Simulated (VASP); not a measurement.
## AlN: single point with PBE

**The experiment to reproduce.**

From “Structural and optical properties of self-assembled AlN nanowires grown on SiO2/Si substrates by molecular beam epitaxy”, 2024, arxiv:2402.00216, for a bulk crystal of AlN at 0 K: band gap 6.0343 eV (an exciton energy, a little under the gap).

The system is AlN.

```
Al N
1.0
     3.13028    0.00000    0.00000
    -1.56514    2.71090    0.00000
     0.00000    0.00000    5.01512
Al N
2 2
Direct
  0.33333 0.66667 0.99916
  0.66667 0.33333 0.49916
  0.33333 0.66667 0.38084
  0.66667 0.33333 0.88084
```

```yaml
Program: VASP 6.6.1
Task: single point
Functional: PBE
Potentials_or_basis: VASP PAW PBE potentials, release 64 (Al, N)
Cutoff: 520 eV
k_mesh: 8 × 8 × 4
Occupations: gaussian, width 0.05 eV
Spin: no spin polarisation
Dipole_correction: no
Further_INCAR_settings: ALGO = Fast; EDIFF = 1e-06; NBANDS = 16
```

The pressure is -0.2 GPa. The band gap on the k mesh is 4.04 eV, direct.

Forces in eV/Å, atoms in the order of the input:
```
Al   0.000  0.000  0.002
Al   0.000  0.000  0.002
N    0.000  0.000 -0.002
N    0.000  0.000 -0.002
```

Stress tensor (GPa, compression positive):
```
-0.26  0.00  0.00
 0.00 -0.26  0.00
 0.00  0.00 -0.07
```

Levels at points of the mesh, in eV from the valence-band top:
| k point | band 6 | band 7 | band 8 | band 9 | band 10 | band 11 |
| --- | --- | --- | --- | --- | --- | --- |
| (0.00, 0.00, 0.00) | -0.21 | -0.21 | 0.00 | 4.04 | 6.50 | 10.46 |
| (0.50, 0.00, 0.00) | -2.06 | -1.75 | -0.69 | 5.75 | 5.76 | 8.02 |
| (0.00, 0.00, 0.50) | -0.54 | -0.54 | -0.54 | 6.31 | 6.31 | 10.17 |
| (0.50, 0.00, 0.50) | -1.45 | -1.35 | -1.35 | 5.24 | 5.24 | 9.14 |

Wall time 16 s on 1 thread of Intel(R) Xeon(R) Platinum 8488C (Sapphire Rapids), on a shared host, peak memory 0.14 GiB.

Against the measured gap of AlN, 6.0343 eV (an exciton energy, a little under the gap; 0 K; quoted in “Structural and optical properties of self-assembled AlN nanowires grown on SiO2/Si substrates by molecular beam epitaxy”, 2024, arxiv:2402.00216), the calculated 4.04 eV is off by -1.99 eV. 2 values of this kind are on record (6.034 to 6.0343 eV); this one was drawn at random. The value is that of PBE, without temperature or zero-point motion. Semilocal functionals fall short of measured gaps as a rule.
